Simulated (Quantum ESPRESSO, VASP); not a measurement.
Given: the input of a run of VASP 6.6.1 on Al4Cd. The cell comes from a database or a generator and needn't be the stable form of this composition.

The input INCAR:

```
PREC = Accurate ; ENCUT = 520
EDIFF = 1E-7 ; ISMEAR = -1
SIGMA = 0.05 ; LREAL = False
LASPH = True ; NELM = 60
ALGO = Normal ; ISIF = 2
LWAVE = False ; LCHARG = False
GGA = PE ; NBANDS = 20
```

Contents of KPOINTS:

```
regular mesh
0
Gamma
  5 5 5
```

POSCAR

```
Al4Cd
1.0
    5.5211519800      0.0000000000      0.0000000000
    0.0000000000      5.5211519800      0.0000000000
    0.0000000000      0.0000000000      5.6078837500
Al Cd
4 1
Direct
    0.0000000000      0.5000000000      0.1714650700
    0.5000000000      0.0000000000      0.1714650700
    0.0000000000      0.5000000000      0.8285349300
    0.5000000000      0.0000000000      0.8285349300
    0.0000000000      0.0000000000      0.0000000000
```

Potentials or basis: VASP PAW PBE potentials, release 64 (Al, Cd).

Command:

```console
$ cat potpaw_PBE.64/Al/POTCAR potpaw_PBE.64/Cd/POTCAR > POTCAR
$ mpirun -np 1 vasp_std > vasp.out
```

Translate it to Quantum ESPRESSO 7.5. Potentials or basis there: SSSP 1.3 efficiency PBE, cutoff 816 eV.

As run (cutoffs and basis follow the program's own potentials, and thresholds, step limits or extra output files can differ):

File pw.in:

```
&CONTROL
  calculation = 'scf'
  prefix = 'pwscf'
  outdir = './tmp'
  pseudo_dir = './pseudo'
  tprnfor = .true.
  tstress = .true.
  disk_io = 'nowf'
/
&SYSTEM
  ibrav = 0
  nat = 5
  ntyp = 2
  ecutwfc = 60
  ecutrho = 480
  nbnd = 19
  occupations = 'smearing'
  smearing = 'fd'
  degauss = 0.00367493
/
&ELECTRONS
  conv_thr = 1d-09
  electron_maxstep = 120
  mixing_beta = 0.5
/
ATOMIC_SPECIES
Al    26.9815 Al.pbe-n-kjpaw_psl.1.0.0.UPF
Cd   112.4140 Cd.pbe-dn-rrkjus_psl.0.3.1.UPF
CELL_PARAMETERS angstrom
   5.5211519800    0.0000000000    0.0000000000
   0.0000000000    5.5211519800    0.0000000000
   0.0000000000    0.0000000000    5.6078837500
ATOMIC_POSITIONS crystal
Al     0.0000000000    0.5000000000    0.1714650700
Al     0.5000000000    0.0000000000    0.1714650700
Al     0.0000000000    0.5000000000    0.8285349300
Al     0.5000000000    0.0000000000    0.8285349300
Cd     0.0000000000    0.0000000000    0.0000000000
K_POINTS automatic
5 5 5 0 0 0
```

Potentials or basis: SSSP 1.3 efficiency PBE.

Launch:

```sh
$ OMP_NUM_THREADS=1 pw.x -in pw.in > pw.out
```

Both were run:

|  | VASP | Quantum ESPRESSO |
| --- | --- | --- |
| Pressure | 9.0 GPa | 9.1 GPa |
| Largest force | 10.465 eV/Å | 10.571 eV/Å |

Pressure is positive in compression.
